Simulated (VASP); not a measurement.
# I on the Zr site in a supercell of ZrS

How easily does I on the Zr site form in ZrS? The host is relaxed first, then a supercell is run with and without the defect. The start is a cell from a database of measured crystal structures.

Program: VASP 6.6.1. Level of theory: PBEsol; plane waves and PAW (Zr_sv, S), in the first sound run; inputs show where later runs differ. Results are calculated unless marked as measured.

Report form: the programs' logs are mostly left out.

The database entry behind the starting cell differs from later determinations by our own check (an axis about 1.9 % long against later determinations), so it need not match the best structure at ambient conditions.

**1. The host crystal**

Symmetry: Fm-3m, No. 225, cubic system. The conventional cell has a = 5.250 Å, b = 5.250 Å, c = 5.250 Å, α = 90.00°, β = 90.00°, γ = 90.00°. Nearest to Zr lie 6 S at 2.62 Å. Nearest to S lie 6 Zr at 2.62 Å. Farther neighbours and most contacts between anions are not listed.

**2. Relaxing the host crystal**

First cell and atoms are relaxed at a raised cutoff, so that later runs start from this functional's own cell.

INCAR reads:

```
SYSTEM = ZrS
PREC = Accurate
ENCUT = 350
EDIFF = 1E-06
NELM = 120
ISMEAR = 0
SIGMA = 0.05
LREAL = .FALSE.
ALGO = Normal
GGA = PS
NBANDS = 15
LORBIT = 11
LWAVE = .FALSE.
LCHARG = .FALSE.
KPAR = 4
IBRION = 2
NSW = 40
ISIF = 3
EDIFFG = -0.02
POTIM = 0.4
```

POSCAR reads:

```
ZrS
1.0
    0.0000000000      2.6250000000      2.6250000000
    2.6250000000      0.0000000000      2.6250000000
    2.6250000000      2.6250000000      0.0000000000
Zr S
1 1
Direct
    0.0000000000      0.0000000000      0.0000000000
    0.5000000000      0.5000000000      0.5000000000
```

KPOINTS reads:

```
Automatic mesh
0
Gamma
6 6 6
0 0 0
```

The projector-augmented-wave data sets are Zr_sv and S (PBE family, release 64).

Command:

```sh
$ mpirun -np 4 vasp_std
```

The job ended after 2.8 s (4 MPI ranks of Intel Xeon 6975P-C (Granite Rapids), shared host; peak memory 0.53 GiB).

The k-mesh is coarse for a metal. The PAW data sets were made with PBE, which is usual practice but a small mismatch for other functionals. The run keeps the 48 symmetry operations of its start, so it cannot find a distortion of lower symmetry.

Step by step:

| step | energy less that of the first step (eV) | largest force (eV/Å) | pressure (GPa) | volume (Å³) |
| --- | --- | --- | --- | --- |
| 1 | 0.0000 | 0.0000 | -6.22 | 36.18 |
| 2 | -0.0115 | 0.0000 | 5.86 | 33.32 |
| 3 | -0.0332 | 0.0000 | -0.02 | 34.55 |

| conventional cell, symmetrised | before | after | change |
| --- | --- | --- | --- |
| a (Å) | 5.250 | 5.170 | -1.5 % |
| b (Å) | 5.250 | 5.170 | -1.5 % |
| c (Å) | 5.250 | 5.170 | -1.5 % |
| volume (Å³/atom) | 18.09 | 17.27 | -4.5 % |

The relaxed structure:

```xyz
2
Lattice="0.0000 2.5850 2.5850 2.5850 0.0000 2.5850 2.5850 2.5850 0.0000" Properties=species:S:1:pos:R:3 pbc="T T T"
Zr    0.0000    0.0000    0.0000
S     2.5850    2.5850    2.5850
```

Numbers from this step:

| Item | Value |
| --- | --- |
| electronic cycles | 30 |
| electrons | 18 |
| free energy (TOTEN) | -16.47 eV |
| energy at zero smearing | -16.46 eV |
| Fermi energy | 11.29 eV |
| labelled metallic, from the levels on this mesh | yes |

The run ended after 3 ionic steps, 0.033 eV below its first step, once forces and stress met EDIFFG = -0.02.

**3. The perfect supercell**

System of this step: ZrS. The structure is cubic, space group Fm-3m (No. 225). The conventional cell has a = 5.170 Å, b = 5.170 Å, c = 5.170 Å, α = 90.00°, β = 90.00°, γ = 90.00°. Nearest to Zr lie 6 S at 2.58 Å. Nearest to S lie 6 Zr at 2.58 Å. Farther neighbours and most contacts between anions are not listed.

The same cell, mesh and cutoff without the defect give the energy to subtract and, in a gapped host, the band edges to count from, so that most errors cancel.

INCAR reads:

```
SYSTEM = ZrS
PREC = Normal
ENCUT = 300
EDIFF = 1E-05
NELM = 120
ISMEAR = 1
SIGMA = 0.2
LREAL = Auto
ALGO = Fast
GGA = PS
NBANDS = 133
LORBIT = 11
LWAVE = .FALSE.
LCHARG = .FALSE.
KPAR = 4
```

POSCAR reads:

```
ZrS
1.0
    0.0000000000      5.1699595546      5.1699595546
    5.1699595546      0.0000000000      5.1699595546
    7.7549393319      7.7549393319      0.0000000000
Zr S
12 12
Direct
    0.0000000000      0.0000000000      0.0000000000
    0.0000000000      0.0000000000      0.3333333333
    0.0000000000      0.0000000000      0.6666666667
    0.0000000000      0.5000000000      0.0000000000
    0.0000000000      0.5000000000      0.3333333333
    0.0000000000      0.5000000000      0.6666666667
    0.5000000000      0.0000000000      0.0000000000
    0.5000000000      0.0000000000      0.3333333333
    0.5000000000      0.0000000000      0.6666666667
    0.5000000000      0.5000000000      0.0000000000
    0.5000000000      0.5000000000      0.3333333333
    0.5000000000      0.5000000000      0.6666666667
    0.2500000000      0.2500000000      0.1666666667
    0.2500000000      0.2500000000      0.5000000000
    0.2500000000      0.2500000000      0.8333333333
    0.2500000000      0.7500000000      0.1666666667
    0.2500000000      0.7500000000      0.5000000000
    0.2500000000      0.7500000000      0.8333333333
    0.7500000000      0.2500000000      0.1666666667
    0.7500000000      0.2500000000      0.5000000000
    0.7500000000      0.2500000000      0.8333333333
    0.7500000000      0.7500000000      0.1666666667
    0.7500000000      0.7500000000      0.5000000000
    0.7500000000      0.7500000000      0.8333333333
```

KPOINTS reads:

```
Automatic mesh
0
Gamma
4 4 3
0 0 0
```

Command:

```sh
$ mpirun -np 4 vasp_std
```

Wall time 93 s (4 MPI ranks); peak memory 1.6 GiB.

This step gave:

* electronic cycles: 26
* electrons: 216
* free energy (TOTEN): -198.1566 eV
* energy at zero smearing: -198.1726 eV
* Fermi energy: 11.19 eV

The host is treated as a metal, as its relaxation found a gap under 0.3 eV or none, and only the neutral defect is run.

**4. Relaxing the atoms**

This step: PBEsol; plane waves and PAW (I) (VASP 6.6.1).

System of this step: I2. The cell holds 2 atoms: 2 I. Its edges and angles: a = 11.000 Å, b = 11.500 Å, c = 15.000 Å, α = 90.0°, β = 90.0°, γ = 90.0°. Vacuum lies along a, b and c.

The reference for I is the I2 molecule, relaxed in a box at the cutoff of the large cell.

INCAR reads:

```
SYSTEM = I
PREC = Normal
ENCUT = 300
EDIFF = 1E-05
NELM = 120
ISMEAR = 0
SIGMA = 0.01
LREAL = Auto
ALGO = Fast
GGA = PS
NBANDS = 13
LORBIT = 11
LWAVE = .FALSE.
LCHARG = .FALSE.
NCORE = 4
IBRION = 2
NSW = 20
ISIF = 2
EDIFFG = -0.03
POTIM = 0.4
MAXMIX = 40
ISYM = 0
```

POSCAR reads:

```
I
1.0
   11.0000000000      0.0000000000      0.0000000000
    0.0000000000     11.5000000000      0.0000000000
    0.0000000000      0.0000000000     15.0000000000
I
2
Direct
    0.5000000000      0.5000000000      0.4110000000
    0.5000000000      0.5000000000      0.5890000000
```

KPOINTS reads:

```
Automatic mesh
0
Gamma
1 1 1
0 0 0
```

The projector-augmented-wave data sets are I (PBE family, release 64).

Command:

```sh
$ mpirun -np 4 vasp_gam
```

Wall time 3.4 s (4 MPI ranks); peak memory 0.75 GiB.

The steps of the relaxation:

```csv
step,energy less that of the first step (eV),largest force (eV/Å)
1,0.0000,0.1073
2,-0.0005,0.0039
```

Numbers from this step:

```yaml
electronic_cycles: 23
electrons: 14
free_energy_toten: -2.866 eV
gap_between_the_highest_filled_and_lowest_empty_level: 1.844 eV
```

The run ended after 2 ionic steps, 0.001 eV below its first step, once the forces on the free atoms met EDIFFG = -0.03.

Energy at zero smearing: -2.86617 eV.

**5. Reference Zr**

This step: PBEsol; plane waves and PAW (Zr_sv) (VASP 6.6.1).

System of this step: Zr. Symmetry: P6_3/mmc, No. 194, hexagonal system. Conventional cell: a = 3.230 Å, b = 3.230 Å, c = 5.145 Å, α = 90.00°, β = 90.00°, γ = 120.00°. Zr has 12 Zr at 3.18 to 3.23 Å nearest.

The reference for Zr is its crystal, relaxed at the cutoff of the large cell.

INCAR reads:

```
SYSTEM = Zr
PREC = Normal
ENCUT = 300
EDIFF = 1E-05
NELM = 120
ISMEAR = 1
SIGMA = 0.1
LREAL = Auto
ALGO = Fast
GGA = PS
NBANDS = 18
LORBIT = 11
LWAVE = .FALSE.
LCHARG = .FALSE.
KPAR = 4
IBRION = 2
NSW = 25
ISIF = 3
EDIFFG = -0.02
POTIM = 0.4
```

POSCAR reads:

```
Zr
1.0
    3.2300000000      0.0000000000      0.0000000000
   -1.6150000000      2.7972620542      0.0000000000
    0.0000000000      0.0000000000      5.1453900000
Zr
2
Direct
    0.0000000000      0.0000000000      0.0000000000
    0.3333333333      0.6666666667      0.5000000000
```

KPOINTS reads:

```
Automatic mesh
0
Gamma
9 9 5
0 0 0
```

PAW data sets: Zr_sv (PBE family, release 64).

Command:

```sh
$ mpirun -np 4 vasp_std
```

Elapsed: 5.2 s, on 4 MPI ranks; peak memory 0.47 GiB; 19 s of CPU time.

The run keeps the 24 symmetry operations of its start, so it cannot find a distortion of lower symmetry.

The steps of the relaxation:

```
step  energy less that of the first step (eV)  largest force (eV/Å)  pressure (GPa)  volume (Å³)
   1                                   0.0000                0.0000           -3.60        46.49
   2                                  -0.0164                0.0000            2.07        43.73
   3                                  -0.0220                0.0000           -0.03        44.63
   4                                  -0.0220                0.0000            0.16        44.59
   5                                  -0.0226                0.0000            0.13        44.59
   6                                  -0.0228                0.0000            0.10        44.60
```

| conventional cell, symmetrised | before | after | change |
| --- | --- | --- | --- |
| a (Å) | 3.230 | 3.170 | -1.8 % |
| b (Å) | 3.230 | 3.170 | -1.8 % |
| c (Å) | 5.145 | 5.123 | -0.4 % |
| volume (Å³/atom) | 23.24 | 22.30 | -4.1 % |

The relaxed structure:

```cif
data_structure
_symmetry_space_group_name_H-M 'P 1'
_symmetry_Int_Tables_number 1
_cell_length_a 3.1703
_cell_length_b 3.1703
_cell_length_c 5.1235
_cell_angle_alpha 90.000
_cell_angle_beta 90.000
_cell_angle_gamma 120.000
_cell_volume 44.60
loop_
_atom_site_label
_atom_site_type_symbol
_atom_site_fract_x
_atom_site_fract_y
_atom_site_fract_z
_atom_site_occupancy
Zr1 Zr 0.00000 0.00000 0.00000 1
Zr2 Zr 0.33333 0.66667 0.50000 1
```

Numbers from this step:

- electronic cycles: 55
- electrons: 24
- free energy (TOTEN): -18.16 eV
- energy at zero smearing: -18.16 eV
- Fermi energy: 9.372 eV

The run ended after 6 ionic steps, 0.023 eV below its first step, once forces and stress met EDIFFG = -0.02.

Energy at zero smearing: -18.15550 eV.

**6. Relaxing the atoms**

This step: PBEsol; plane waves and PAW (S) (VASP 6.6.1).

System of this step: S8. The cell holds 8 atoms: 8 S. Cell: a = 14.000 Å, b = 14.500 Å, c = 11.000 Å, α = 90.0°, β = 90.0°, γ = 90.0°. Vacuum lies along a, b and c.

S is not exchanged here; its energy serves the host's formation enthalpy.

INCAR reads:

```
SYSTEM = S
PREC = Normal
ENCUT = 300
EDIFF = 1E-05
NELM = 120
ISMEAR = 0
SIGMA = 0.01
LREAL = Auto
ALGO = Fast
GGA = PS
NBANDS = 32
LORBIT = 11
LWAVE = .FALSE.
LCHARG = .FALSE.
NCORE = 4
IBRION = 2
NSW = 30
ISIF = 2
EDIFFG = -0.03
POTIM = 0.4
MAXMIX = 40
ISYM = 0
```

POSCAR reads:

```
S
1.0
   14.0000000000      0.0000000000      0.0000000000
    0.0000000000     14.5000000000      0.0000000000
    0.0000000000      0.0000000000     11.0000000000
S
8
Direct
    0.6692857100      0.5000000000      0.5454545500
    0.6197030800      0.6155753800      0.4545454500
    0.5000000000      0.6634482800      0.5454545500
    0.3802969200      0.6155753800      0.4545454500
    0.3307142900      0.5000000000      0.5454545500
    0.3802969200      0.3844246200      0.4545454500
    0.5000000000      0.3365517200      0.5454545500
    0.6197030800      0.3844246200      0.4545454500
```

KPOINTS reads:

```
Automatic mesh
0
Gamma
1 1 1
0 0 0
```

Potentials, in the order of the species: S (PBE family, release 64).

Command:

```sh
$ mpirun -np 4 vasp_gam
```

It took 6.8 s on 4 MPI ranks; peak memory 0.81 GiB; 25 s of CPU time.

Relaxation path:

```csv
step,energy less that of the first step (eV),largest force (eV/Å)
1,0.0000,0.4915
2,-0.0365,0.0091
```

The atoms that moved most (Å):

```
atom      dx      dy      dz  length
  S7   0.000   0.007  -0.018   0.019
  S3   0.000  -0.007  -0.018   0.019
  S4   0.005  -0.005   0.017   0.019
  S6   0.005   0.005   0.017   0.019
  S2  -0.005  -0.005   0.017   0.019
  S8  -0.005   0.005   0.017   0.019
  S5   0.007   0.000  -0.017   0.018
  S1  -0.007   0.000  -0.017   0.018
```

Final coordinates:

```xyz
8
Lattice="14.0000 0.0000 0.0000 0.0000 14.5000 0.0000 0.0000 0.0000 11.0000" Properties=species:S:1:pos:R:3
S     9.3630    7.2500    5.9829
S     8.6705    8.9207    5.0173
S     7.0000    9.6127    5.9825
S     5.3295    8.9207    5.0173
S     4.6370    7.2500    5.9829
S     5.3295    5.5793    5.0173
S     7.0000    4.8873    5.9825
S     8.6705    5.5793    5.0173
```

Numbers from this step:

```
electronic cycles                                     : 34
electrons                                             : 48
free energy (TOTEN)                                   : -34.81 eV
gap between the highest filled and lowest empty level : 3.374 eV
```

The run ended after 2 ionic steps, 0.036 eV below its first step, once the forces on the free atoms met EDIFFG = -0.03.

Energy at zero smearing: -34.81027 eV.

**7. Relaxing the defect**

This step: PBEsol; plane waves and PAW (I, Zr_sv, S) (VASP 6.6.1).

System of this step: Zr11S12I. The cell holds 24 atoms: 1 I, 11 Zr and 12 S. Cell: a = 7.311 Å, b = 7.311 Å, c = 10.967 Å, α = 60.0°, β = 60.0°, γ = 60.0°. It derives from ZrS. Nearest the centre at fractional (0.000, 0.000, 0.000): I1 at 0.00 Å, S15 at 2.58 Å, S22 at 2.58 Å, S16 at 2.58 Å, S19 at 2.58 Å, S21 at 2.58 Å, S18 at 2.58 Å, Zr2 at 3.66 Å.

The host is treated as a metal, since its gap is under 0.3 eV or closed. The run keeps 4 symmetry operations, which cuts the number of k-points but bars distortions that break them. The atoms relax at the host's fixed cell.

INCAR reads:

```
SYSTEM = Zr11S12I
PREC = Normal
ENCUT = 300
EDIFF = 1E-05
NELM = 120
ISMEAR = 1
SIGMA = 0.2
LREAL = Auto
ALGO = Fast
GGA = PS
NBANDS = 130
LORBIT = 11
LWAVE = .FALSE.
LCHARG = .TRUE.
KPAR = 4
IBRION = 2
NSW = 50
ISIF = 2
EDIFFG = -0.03
POTIM = 0.4
MAXMIX = 40
ISYM = 2
```

POSCAR reads:

```
Zr11S12I
1.0
    0.0000000000      5.1699595546      5.1699595546
    5.1699595546      0.0000000000      5.1699595546
    7.7549393319      7.7549393319      0.0000000000
I Zr S
1 11 12
Direct
    0.0000000000      0.0000000000      0.0000000000
    0.0000000000      0.0000000000      0.3333333300
    0.0000000000      0.0000000000      0.6666666700
    0.0000000000      0.5000000000      0.0000000000
    0.0000000000      0.5000000000      0.3333333300
    0.0000000000      0.5000000000      0.6666666700
    0.5000000000      0.0000000000      0.0000000000
    0.5000000000      0.0000000000      0.3333333300
    0.5000000000      0.0000000000      0.6666666700
    0.5000000000      0.5000000000      0.0000000000
    0.5000000000      0.5000000000      0.3333333300
    0.5000000000      0.5000000000      0.6666666700
    0.2500000000      0.2500000000      0.1666666700
    0.2500000000      0.2500000000      0.5000000000
    0.2500000000      0.2500000000      0.8333333300
    0.2500000000      0.7500000000      0.1666666700
    0.2500000000      0.7500000000      0.5000000000
    0.2500000000      0.7500000000      0.8333333300
    0.7500000000      0.2500000000      0.1666666700
    0.7500000000      0.2500000000      0.5000000000
    0.7500000000      0.2500000000      0.8333333300
    0.7500000000      0.7500000000      0.1666666700
    0.7500000000      0.7500000000      0.5000000000
    0.7500000000      0.7500000000      0.8333333300
```

KPOINTS reads:

```
Automatic mesh
0
Gamma
4 4 3
0 0 0
```

PAW data sets: I, Zr_sv and S (PBE family, release 64).

Command:

```sh
$ mpirun -np 4 vasp_std
```

Run time: 26 min. Hardware: 4 MPI ranks; peak memory 1.7 GiB.

This run has no spin polarisation. Its electron count is odd, so without a moment it is a metal by construction. The run keeps the 4 symmetry operations of its start, so it cannot find a distortion of lower symmetry.

[end of part 1 of 2]

[Lines on the potential files, build, host, timing and source positions are cut from VASP's logs without a mark.]

[Logs are printed without paths, hosts, clocks, repeated set-up lines and the standing remarks that a program may print on its own settings, such as how far it seeks lower states.]

[Hosts, paths, dates, database ids (printed as entryN), source tags and the programs' standing remarks are cut or masked in the printed files.]

[In band tables of VASP the shares of atoms and orbitals are scaled to a sum of 1 inside the atoms' spheres.]

[Runs that stopped without an error message from VASP are left out.]
